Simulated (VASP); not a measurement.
Data:

```xyz
3
Lattice="3.9103 -2.1340 -0.0202 3.9103 2.1340 -0.0202 -0.1679 0.0000 5.3857" Properties=species:S:1:pos:R:3 pbc="T T T"
Te     3.8263    -1.0234     2.6727
Se     2.8773     1.5787     4.4921
Se     4.7754     1.5787     0.8533
```

Method: PBE GGA, VASP's PBE PAW potentials (set 64) (plane waves; VASP 6.6.1). Settings: 400 eV cut-off, 5×5×4 Γ-centred mesh, Gaussian smearing of 0.050 eV, potentials Te Se.

Without a dispersion term in the relaxation, distances and binding between the weakly bound layers, chains or molecules are unreliable, and so is what depends on them.

Question: Predict the energy per atom (σ→0).

Answer: 
The energy per atom (σ→0) comes out as -3.394 eV/atom.

The structure comes from a computed database's TeSe2 entry (C2); how it stands against other phases isn't given here. It was relaxed first. The start is the result of an earlier pass.
